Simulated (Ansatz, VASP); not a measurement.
**Cross-check of Ga12Ge13O44 (amorphous 32Ga2O3-68GeO2 (mol %)) between VASP and Ansatz**

Wanted: the spread between two codes on one cell, functional and k mesh. The cell is taken from a series of runs on this material, whose earlier steps may have relaxed, scaled, displaced or heated it; both programs get it as it stands.

Calculated with Ansatz 0.2.0; plane waves, with VASP 6.6.1 beside it; single point at PBE.

## (1) The starting structure

The cell holds 69 atoms: 12 Ga, 13 Ge and 44 O. Its edges and angles: a = 9.780 Å, b = 9.780 Å, c = 9.780 Å, α = 90.0°, β = 90.0°, γ = 90.0°. As first built, before any earlier steps moved the atoms (in the runner's words): 69 atoms (12 Fe, 13 Ge, 44 O) placed at random at 4.19 g/cm^3, melted at 5000 K for 10 ps at fixed volume with the Morse and Coulomb pair potential with partial charges (Pedone, Malavasi, Menziani, Cormack and Segre, J. Phys. Chem. B 110, 11780 (2006)). Quenched from 5000 K to 300 K at 20 K/ps and fixed volume, held 5 ps, then minimised at fixed cell. Then Fe was replaced by Ga and the cell scaled by 1.006 (the potential has no terms for the new elements, so the cell is a start for a DFT relaxation). The cell carries charge +1.

## (2) Ansatz: single point, PBE, pair 1

Ansatz runs on its PAW soft_1 files.

A single point gives forces, pressure and levels at one fixed geometry, so differences don't come from the geometry; what else differs is listed under the comparison.

File input.yaml:

```yaml
crystal:
  lattice:
    - [9.77983, 0.0, 0.0]
    - [0.0, 9.77983, 0.0]
    - [0.0, 0.0, 9.77983]
  atoms:
    - { symbol: Ga, position: [0.87486, 0.89827, 0.56691] }
    - { symbol: Ga, position: [0.29668, 0.65964, 0.70497] }
    - { symbol: Ga, position: [0.63629, 0.08782, 0.70906] }
    - { symbol: Ga, position: [0.58985, 0.37708, 0.80939] }
    - { symbol: Ga, position: [0.03694, 0.7967, 0.85874] }
    - { symbol: Ga, position: [0.95588, 0.58222, 0.61197] }
    - { symbol: Ga, position: [0.10764, 0.10126, 0.66887] }
    - { symbol: Ga, position: [0.31644, 0.25729, 0.81338] }
    - { symbol: Ga, position: [0.01403, 0.11412, 0.38042] }
    - { symbol: Ga, position: [0.9217, 0.33037, 0.80306] }
    - { symbol: Ga, position: [0.78682, 0.31478, 0.1449] }
    - { symbol: Ga, position: [0.75848, 0.30889, 0.47636] }
    - { symbol: Ge, position: [0.59217, 0.55889, 0.5417] }
    - { symbol: Ge, position: [0.33501, 0.59753, 0.31206] }
    - { symbol: Ge, position: [0.6208, 0.76407, 0.75378] }
    - { symbol: Ge, position: [0.81781, 0.5961, 0.30215] }
    - { symbol: Ge, position: [0.33481, 0.92516, 0.88017] }
    - { symbol: Ge, position: [0.21518, 0.39322, 0.5286] }
    - { symbol: Ge, position: [0.28624, 0.87976, 0.45697] }
    - { symbol: Ge, position: [0.77544, 0.91317, 0.2288] }
    - { symbol: Ge, position: [0.52862, 0.07141, 0.37549] }
    - { symbol: Ge, position: [0.83505, 0.58696, 0.94695] }
    - { symbol: Ge, position: [0.44215, 0.38711, 0.07856] }
    - { symbol: Ge, position: [0.27506, 0.1147, 0.15889] }
    - { symbol: Ge, position: [0.8925, 0.07685, 0.94966] }
    - { symbol: O, position: [0.59409, 0.31312, 0.13721] }
    - { symbol: O, position: [0.9502, 0.61818, 0.41954] }
    - { symbol: O, position: [0.96276, 0.70547, 0.00299] }
    - { symbol: O, position: [0.62331, 0.398, 0.62213] }
    - { symbol: O, position: [0.4493, 0.61797, 0.45149] }
    - { symbol: O, position: [0.46326, 0.92771, 0.46046] }
    - { symbol: O, position: [0.08643, 0.26734, 0.50422] }
    - { symbol: O, position: [0.70705, 0.91547, 0.67015] }
    - { symbol: O, position: [0.27826, 0.06399, 0.77291] }
    - { symbol: O, position: [0.16168, 0.5428, 0.62582] }
    - { symbol: O, position: [0.10553, 0.10103, 0.21028] }
    - { symbol: O, position: [0.84997, 0.24391, 0.31905] }
    - { symbol: O, position: [0.02429, 0.98795, 0.86037] }
    - { symbol: O, position: [0.74778, 0.41724, 0.90668] }
    - { symbol: O, position: [0.32779, 0.97212, 0.05582] }
    - { symbol: O, position: [0.42504, 0.42648, 0.89631] }
    - { symbol: O, position: [0.63336, 0.02363, 0.23774] }
    - { symbol: O, position: [0.50599, 0.89708, 0.82544] }
    - { symbol: O, position: [0.69732, 0.70109, 0.90476] }
    - { symbol: O, position: [0.79974, 0.15578, 0.80592] }
    - { symbol: O, position: [0.24052, 0.44947, 0.35773] }
    - { symbol: O, position: [0.26251, 0.81734, 0.61939] }
    - { symbol: O, position: [0.10381, 0.25878, 0.78676] }
    - { symbol: O, position: [0.71985, 0.67101, 0.60832] }
    - { symbol: O, position: [0.52151, 0.19714, 0.80851] }
    - { symbol: O, position: [0.40178, 0.54968, 0.15091] }
    - { symbol: O, position: [0.69371, 0.48484, 0.39015] }
    - { symbol: O, position: [0.48746, 0.63136, 0.7099] }
    - { symbol: O, position: [0.23495, 0.76512, 0.86962] }
    - { symbol: O, position: [0.17442, 0.02246, 0.47795] }
    - { symbol: O, position: [0.89306, 0.93678, 0.36718] }
    - { symbol: O, position: [0.82421, 0.95171, 0.05892] }
    - { symbol: O, position: [0.94001, 0.0748, 0.57804] }
    - { symbol: O, position: [0.30637, 0.26078, 0.04768] }
    - { symbol: O, position: [0.89381, 0.37715, 0.60101] }
    - { symbol: O, position: [0.97152, 0.76984, 0.67296] }
    - { symbol: O, position: [0.25703, 0.76262, 0.31576] }
    - { symbol: O, position: [0.83889, 0.50612, 0.14037] }
    - { symbol: O, position: [0.38806, 0.15805, 0.29897] }
    - { symbol: O, position: [0.91955, 0.23984, 0.02511] }
    - { symbol: O, position: [0.7226, 0.74089, 0.24792] }
    - { symbol: O, position: [0.95249, 0.52626, 0.80731] }
    - { symbol: O, position: [0.34474, 0.3236, 0.62979] }
    - { symbol: O, position: [0.63272, 0.15299, 0.50869] }
total_charge: 1
kpoints:
  mp_grid: { grid: [1, 1, 1] }
hamiltonian:
  xc: pbe
  pseudopotentials: { kind: paw, azcp: { folder: soft_1 } }
scf:
  occupations: { method: fermi_dirac, width: 0.01 }
  lower_state_search: "off"
output:
  forces: true
  stress: true
  populations: true
  dos:
    method: { smearing: { sigma: 0.15 } }
    de: 0.1
    projected: { site_lists: { Ga: [Ga], Ge: [Ge], O: [O] } }
  eigenvalues: true
  write_density: true
  write_potential: true
  volumetric_format: npy
magnetization:
  spin_polarized: true
  initial_magnetization: 1
```

Command:

```bash
$ ansatz run input.yaml --threads 4 --pin off --max-ram 8192MiB --backend cpu --events-out ev --progress --plain --runs-dir out
```

Numbers of over 12 decimals in the logs are rounded to 6 here.

The log of the run:

```text
Engine: ansatz 0.2.0, aarch64-unknown-linux-gnu
Pseudopotentials: kind: paw
Pseudopotential: Ga, paw, valence charge 13, recommended cutoff 420 eV (normal), soft_1/Ga.paw.azcp
Pseudopotential: Ge, paw, valence charge 14, recommended cutoff 420 eV (normal), soft_1/Ge.paw.azcp
Pseudopotential: O, paw, valence charge 6, recommended cutoff 420 eV (normal), soft_1/O.paw.azcp
Functional definition: PBE
  parameter kappa = 0.804
  parameter beta = 0.066725
  exchange = pbe_x(kappa = kappa, mu = beta*pi^2/3)
  correlation = pbe_c(beta = beta)
Crystal: 69 atoms, lattice volume = 935.393 Å³
Basis set: ecut = 420 eV, 18325 PW (Γ), exchange–correlation on 144×144×144 points (8 copies of the dense FFT grid, shifted against one another)
Bands: 370, of which v1, the nominal top of the filled ones, is band 301 counted from 1 (300 counted from 0)
Symmetry: 1 space group operations
Space group: P1 (ITA 1), of the structure as read, at distance tolerance 9.8e-5 Å
Magnetic group: BNS 1.1 (UNI 1), of the structure as read, at distance tolerance 9.8e-5 Å
k-points: 1
Non-local potential: Ga, projectors of the file, l = 0: 2, l = 1: 2, l = 2: 3, l = 3: 1
Non-local potential: Ge, projectors of the file, l = 0: 2, l = 1: 2, l = 2: 3, l = 3: 1
Non-local potential: O, projectors of the file, l = 0: 2, l = 1: 2, l = 2: 1
PAW form: soft (Blöchl's): semilocal exchange-correlation on the pseudo side does not see the compensation charge
PAW one-centre angular grid: Ga, 590 points (default); XC on 64 Gauss nodes
PAW one-centre angular grid: Ge, 590 points (default); XC on 64 Gauss nodes
PAW one-centre angular grid: O, 110 points (default); XC on 64 Gauss nodes
Initial density: superposition of atomic densities (chi_scale 0.1, normalization cell, long waves kept (reshape's long-wave potential 0.60 eV rms))
Starting moments: Σ|m| = 1 μB on 69 of 69 sites
Initial wavefunctions: pseudopotential atomic-orbital guess
Functional: x = pbe(κ = 0.804, μ = 0.219515), c = pbe(β = 0.066725)
SCF iter   1: F=—  HF=-126223.509489 eV  |F-HF|=—  |Δ(HF+E_count)|=         —  Δρ=5.63e-2 (↑5.31e-2 ↓5.63e-2)  dr2=7.72e1  dr2_m=5.09e-1  M=1.000 μB ∫|m|=1.072 μB  β_m=1.00  ethr=3.10e-3  ⟨swp⟩=6.0  Hψ=2728  notcnv=0  defer=72
preconditioner: auto → Resta (q_TF=auto, 2.534 Å⁻¹)  ε∞=3.2  [insulator: Δε(μ)=0.114 eV  Ē_g=20.070 eV  σ=0.010 eV  W_gap=0.99  n_scr=250 (ndim 8)  ℏωp=29.8 eV  f_vac=0.122  D(μ)=0.65/eV (n_scr^D=0)  ε∞_Penn≈3.2]
spin=Collinear: Resta preconditioning applied to the charge; magnetization (m = ρ↑ − ρ↓) channel mixes plain (no charge-response kernel on spin).
SCF iter   2: F=—  HF=-126209.566596 eV  |F-HF|=—  |Δ(HF+E_count)|=         —  Δρ=3.82e-2 (↑3.39e-2 ↓3.82e-2)  dr2=2.75e1  dr2_m=7.88e-1  M=0.954 μB ∫|m|=1.116 μB  β_m=0.30  ethr=3.10e-3  ⟨swp⟩=2.0  Hψ=1289  notcnv=0  defer=126
Mixer restart at iter 2: flushing history
SCF iter   3: F=—  HF=-126204.723043 eV  |F-HF|=—  |Δ(HF+E_count)|=    4.84e0  Δρ=2.47e-2 (↑2.36e-2 ↓2.47e-2)  dr2=1.19e1  dr2_m=3.72e-1  M=1.000 μB ∫|m|=1.140 μB  β_m=0.30  ethr=3.10e-3  ⟨swp⟩=2.0  Hψ=686  notcnv=0  defer=126
SCF iter   4: F=—  HF=-126201.120628 eV  |F-HF|=—  |Δ(HF+E_count)|=    3.60e0  Δρ=9.35e-3 (↑9.34e-3 ↓9.35e-3)  dr2=1.56e0  dr2_m=2.19e-1  M=1.000 μB ∫|m|=1.141 μB  β_m=0.30  ethr=1.98e-3  ⟨swp⟩=3.0  Hψ=1267  notcnv=0  defer=126
SCF iter   5: F=—  HF=-126200.805381 eV  |F-HF|=—  |Δ(HF+E_count)|=   3.15e-1  Δρ=5.05e-3 (↑5.05e-3 ↓4.78e-3)  dr2=2.99e-1  dr2_m=1.20e-1  M=1.000 μB ∫|m|=1.137 μB  β_m=0.30  ethr=2.60e-4  ⟨swp⟩=4.0  Hψ=1120  notcnv=0  defer=126
SCF iter   6: F=—  HF=-126200.898162 eV  |F-HF|=—  |Δ(HF+E_count)|=   9.28e-2  Δρ=3.48e-3 (↑3.37e-3 ↓3.48e-3)  dr2=9.93e-2  dr2_m=6.95e-2  M=1.000 μB ∫|m|=1.134 μB  β_m=0.30  ethr=4.98e-5  ⟨swp⟩=2.5  Hψ=1011  notcnv=0  defer=126
SCF iter   7: F=—  HF=-126200.977702 eV  |F-HF|=—  |Δ(HF+E_count)|=   7.95e-2  Δρ=2.49e-3 (↑2.45e-3 ↓2.49e-3)  dr2=3.63e-2  dr2_m=4.00e-2  M=1.000 μB ∫|m|=1.134 μB  β_m=0.30  ethr=1.65e-5  ⟨swp⟩=4.0  Hψ=1231  notcnv=0  defer=126
SCF iter   8: F=—  HF=-126201.010749 eV  |F-HF|=—  |Δ(HF+E_count)|=   3.30e-2  Δρ=1.72e-3 (↑1.72e-3 ↓1.54e-3)  dr2=5.21e-3  dr2_m=2.17e-2  M=1.000 μB ∫|m|=1.133 μB  β_m=0.30  ethr=6.03e-6  ⟨swp⟩=3.0  Hψ=1056  notcnv=0  defer=126
Mixer restart at iter 8: flushing history
spin-set hold released at iteration 8 (site moments contracting): the magnetisation degrees of freedom join the quasi-Newton model from the next iteration; the mixer history was flushed
SCF iter   9: F=—  HF=-126201.016797 eV  |F-HF|=—  |Δ(HF+E_count)|=   6.05e-3  Δρ=1.36e-3 (↑1.24e-3 ↓1.36e-3)  dr2=3.04e-3  dr2_m=1.39e-2  M=1.000 μB ∫|m|=1.133 μB  β_m=0.65  ethr=8.68e-7  ⟨swp⟩=2.0  Hψ=1028  notcnv=0  defer=126
[...]
k-point 0 ↓: bands = [... 297 lower, 4.5766, 4.7018, 4.8021, 5.2307, 6.4273, 8.3872, 8.5388, 8.6666, ... 65 higher]
--- Löwdin populations: 69 sites ---
  site symbol       q [e]    m [muB]
     0     Ga     11.8927    -0.0005
     1     Ga     11.8896    -0.0001
     2     Ga     11.8922    -0.0001
     3     Ga     11.9142    -0.0019
     4     Ga     11.8982    -0.0013
     5     Ga     11.9404    -0.0080
     6     Ga     11.9341    -0.0043
     7     Ga     11.9268    -0.0014
     8     Ga     11.9208    -0.0063
     9     Ga     11.9480    -0.0078
    10     Ga     11.9049    -0.0004
    11     Ga     11.9249    -0.0105
    12     Ge     12.5383    -0.0018
    13     Ge     12.4661    -0.0001
    14     Ge     12.5315    -0.0002
    15     Ge     12.5146    -0.0001
    16     Ge     12.4943    -0.0001
    17     Ge     12.5255    -0.0109
    18     Ge     12.5218    -0.0006
    19     Ge     12.4777    -0.0001
    20     Ge     12.4997    -0.0002
    21     Ge     12.5408    -0.0020
    22     Ge     12.5123    -0.0000
    23     Ge     12.5091    -0.0001
[...]
61      O      6.6434     0.0007
    62      O      6.6376    -0.0002
    63      O      6.6730     0.0001
    64      O      6.6291    -0.0002
    65      O      6.6534     0.0002
    66      O      6.6500     0.0438
    67      O      6.6668     0.0539
    68      O      6.6483     0.0003
  spilling = 0.004544 (of n_electrons = 601.000000)
```

## (3) VASP: single point, PBE, pair 1

The same cell, functional, mesh and smearing now go to VASP, with its own data sets.

Lines of VASP's logs that name or quote its potential files are left out, and so is its time.

File INCAR:

```
SYSTEM = Ga12Ge13O44
PREC = Accurate
ENCUT = 600
EDIFF = 1E-06
NELM = 200
ISMEAR = -1
SIGMA = 0.01
LREAL = Auto
ALGO = Normal
GGA = PE
NELECT = 601
NBANDS = 352
ISPIN = 2
MAGMOM = -0 0 0 -0 -0 -0 -0 -0 -0 -0 -0 -0 -0 0 -0 -0 -0 -0 0 -0 -0 -0 -0 -0 -0 0 -0 0.02 0.06 0 -0 0.31 -0 0 0 0 -0 -0 -0 0 -0 -0 0 0 0 0 0.01 -0 0 -0 0 -0 0 -0 0.04 0 0 0 -0 0.36 -0 0 -0 0 -0 0 0.04 0.04 0
LORBIT = 11
LWAVE = .FALSE.
LCHARG = .FALSE.
ISIF = 2
LASPH = .TRUE.
GGA_COMPAT = .FALSE.
NCORE = 2
```

File POSCAR:

```
Ga12Ge13O44
1.0
    9.7798300000      0.0000000000      0.0000000000
    0.0000000000      9.7798300000      0.0000000000
    0.0000000000      0.0000000000      9.7798300000
Ga Ge O
12 13 44
Direct
    0.8748600000      0.8982700000      0.5669100000
    0.2966800000      0.6596400000      0.7049700000
    0.6362900000      0.0878200000      0.7090600000
    0.5898500000      0.3770800000      0.8093900000
    0.0369400000      0.7967000000      0.8587400000
    0.9558800000      0.5822200000      0.6119700000
    0.1076400000      0.1012600000      0.6688700000
    0.3164400000      0.2572900000      0.8133800000
    0.0140300000      0.1141200000      0.3804200000
    0.9217000000      0.3303700000      0.8030600000
    0.7868200000      0.3147800000      0.1449000000
    0.7584800000      0.3088900000      0.4763600000
    0.5921700000      0.5588900000      0.5417000000
    0.3350100000      0.5975300000      0.3120600000
    0.6208000000      0.7640700000      0.7537800000
    0.8178100000      0.5961000000      0.3021500000
    0.3348100000      0.9251600000      0.8801700000
    0.2151800000      0.3932200000      0.5286000000
    0.2862400000      0.8797600000      0.4569700000
    0.7754400000      0.9131700000      0.2288000000
    0.5286200000      0.0714100000      0.3754900000
    0.8350500000      0.5869600000      0.9469500000
    0.4421500000      0.3871100000      0.0785600000
    0.2750600000      0.1147000000      0.1588900000
    0.8925000000      0.0768500000      0.9496600000
    0.5940900000      0.3131200000      0.1372100000
    0.9502000000      0.6181800000      0.4195400000
    0.9627600000      0.7054700000      0.0029900000
    0.6233100000      0.3980000000      0.6221300000
    0.4493000000      0.6179700000      0.4514900000
    0.4632600000      0.9277100000      0.4604600000
    0.0864300000      0.2673400000      0.5042200000
    0.7070500000      0.9154700000      0.6701500000
    0.2782600000      0.0639900000      0.7729100000
    0.1616800000      0.5428000000      0.6258200000
    0.1055300000      0.1010300000      0.2102800000
    0.8499700000      0.2439100000      0.3190500000
    0.0242900000      0.9879500000      0.8603700000
    0.7477800000      0.4172400000      0.9066800000
    0.3277900000      0.9721200000      0.0558200000
    0.4250400000      0.4264800000      0.8963100000
    0.6333600000      0.0236300000      0.2377400000
    0.5059900000      0.8970800000      0.8254400000
    0.6973200000      0.7010900000      0.9047600000
    0.7997400000      0.1557800000      0.8059200000
    0.2405200000      0.4494700000      0.3577300000
    0.2625100000      0.8173400000      0.6193900000
    0.1038100000      0.2587800000      0.7867600000
    0.7198500000      0.6710100000      0.6083200000
    0.5215100000      0.1971400000      0.8085100000
    0.4017800000      0.5496800000      0.1509100000
    0.6937100000      0.4848400000      0.3901500000
    0.4874600000      0.6313600000      0.7099000000
    0.2349500000      0.7651200000      0.8696200000
    0.1744200000      0.0224600000      0.4779500000
    0.8930600000      0.9367800000      0.3671800000
    0.8242100000      0.9517100000      0.0589200000
    0.9400100000      0.0748000000      0.5780400000
    0.3063700000      0.2607800000      0.0476800000
    0.8938100000      0.3771500000      0.6010100000
    0.9715200000      0.7698400000      0.6729600000
    0.2570300000      0.7626200000      0.3157600000
    0.8388900000      0.5061200000      0.1403700000
    0.3880600000      0.1580500000      0.2989700000
    0.9195500000      0.2398400000      0.0251100000
    0.7226000000      0.7408900000      0.2479200000
    0.9524900000      0.5262600000      0.8073100000
    0.3447400000      0.3236000000      0.6297900000
    0.6327200000      0.1529900000      0.5086900000
```

File KPOINTS:

```
Automatic mesh
0
Gamma
1 1 1
0 0 0
```

Potentials, in the order of the species: Ga_d, Ge_d and O (PBE family, release 64).

Command:

```bash
$ mpirun -np 8 vasp_gam
```

The log of the run:

```text
[banner, memory and clock lines left out]
running    8 mpi-ranks, on    1 nodes
[...]
LDA part: xc-table for (Slater+PW92), standard interpolation
 POSCAR, INCAR and KPOINTS ok, starting setup
[...]
entering main loop
       N       E                     dE             d eps       ncg     rms          rms(c)
DAV:   1     0.196930486739E+05    0.19693E+05   -0.22301E+05  1696   0.464E+03
DAV:   2     0.500403326312E+04   -0.14689E+05   -0.13526E+05  1408   0.137E+03
DAV:   3     0.411859728896E+03   -0.45922E+04   -0.43361E+04  1728   0.442E+02
DAV:   4    -0.393846004164E+03   -0.80571E+03   -0.77769E+03  1632   0.197E+02
DAV:   5    -0.486559179508E+03   -0.92713E+02   -0.91483E+02  2136   0.682E+01BRMIX: very serious problems
 the old and the new charge density differ
 old charge density:   602.00000 new  601.00000
    0.492E+01
DAV:   6    -0.418336390777E+03    0.68223E+02   -0.28135E+02  2384   0.915E+01    0.160E+01
DAV:   7    -0.421307287457E+03   -0.29709E+01   -0.45481E+01  1776   0.156E+01    0.107E+01
DAV:   8    -0.421091520531E+03    0.21577E+00   -0.69074E+00  1984   0.110E+01    0.465E+00
DAV:   9    -0.420801110575E+03    0.29041E+00   -0.11918E+00  1744   0.605E+00    0.210E+00
[...]
DAV:  19    -0.420824547454E+03    0.28306E-06   -0.26979E-05  1864   0.283E-02    0.533E-03
DAV:  20    -0.420824547900E+03   -0.44594E-06   -0.10732E-05  1520   0.174E-02    0.387E-03
DAV:  21    -0.420824547635E+03    0.26448E-06   -0.25124E-06  1088   0.141E-02
   1 F= -.42082455E+03 E0= -.42082455E+03  d E =-.240588E-09  mag=     1.0000
```

OUTCAR, selected parts (step 3):

```text
  Total      -21.9600603     -7.9016179    -33.0497186      5.5571436     -0.6847926     -7.7431346
  in kB      -37.6140583    -13.5342031    -56.6088629      9.5184950     -1.1729398    -13.2627467
  external PRESSURE =     -35.9190414 kB  Pullay stress =       0.0000000 kB

 POSITION                                       TOTAL-FORCE (eV/Angst)
 -----------------------------------------------------------------------------------
      8.55598      8.78493      5.54428        -0.016217     -0.037966     -0.016625
      2.90148      6.45117      6.89449        -0.008732     -0.027252      0.026901
      6.22281      0.85886      6.93449        -0.034463     -0.036125     -0.003369
      5.76863      3.68778      7.91570         0.023696      0.027053     -0.012215
      0.36127      7.79159      8.39833        -0.005863     -0.052997      0.014493
      9.34834      5.69401      5.98496        -0.018177     -0.004557      0.007130
      1.05270      0.99031      6.54143         0.020929     -0.043545      0.026605
[...]
0.84527      2.61454      4.93119         0.014445      0.034053      0.009342
      6.91483      8.95314      6.55395        -0.008300     -0.019793      0.001299
      2.72134      0.62581      7.55893         0.039210     -0.045289      0.025618
      1.58120      5.30849      6.12041        -0.004297     -0.041825     -0.022374
      1.03207      0.98806      2.05650         0.068475      0.003076     -0.052683
      8.31256      2.38540      3.12025         0.006462     -0.013746     -0.006528
[...]
-----------------------------------------------------------------------------------
    total drift:                                0.007421     -0.002885      0.005203

  FREE ENERGIE OF THE ION-ELECTRON SYSTEM (eV)
  ---------------------------------------------------
  free  energy   TOTEN  =      -420.8245476351 eV

  energy  without entropy=     -420.8245476349  energy(sigma->0) =     -420.82454763

 magnetization (x)
# of ion       s       p       d       tot
------------------------------------------
    1       -0.000  -0.000  -0.000  -0.000
    2       -0.000   0.000   0.001   0.001
    3       -0.000   0.000   0.000   0.000
    4       -0.000  -0.000   0.000  -0.001
    5       -0.000  -0.000   0.000  -0.000
    6       -0.002  -0.003   0.001  -0.004
    7       -0.000  -0.001  -0.000  -0.002
    8       -0.001  -0.001   0.000  -0.001
    9       -0.001  -0.002   0.000  -0.003
   10       -0.002  -0.003   0.001  -0.004
   11       -0.000  -0.000  -0.000  -0.000
   12       -0.003  -0.004   0.001  -0.007
   13       -0.000  -0.001   0.001  -0.000
[...]
--------------------------------------------------
tot          0.002   0.842   0.010   0.854

[... 3 further parts left out ...]
[key lines of the parts left out:]
E-fermi :   1.8394
```

The cell is charged against a uniform background.

The run ends at a pressure of -3.59 GPa, with forces up to 0.11 eV/Å.

(Part 1 of 2 ends here.)

[Lines on the potential files, build, host, timing and source positions are cut from VASP's logs without a mark.]

[Logs are printed without paths, hosts, clocks, repeated set-up lines and the standing remarks that a program may print on its own settings, such as how far it seeks lower states.]

[Hosts, paths, dates, database ids (printed as entryN), source tags and the programs' standing remarks are cut or masked in the printed files.]
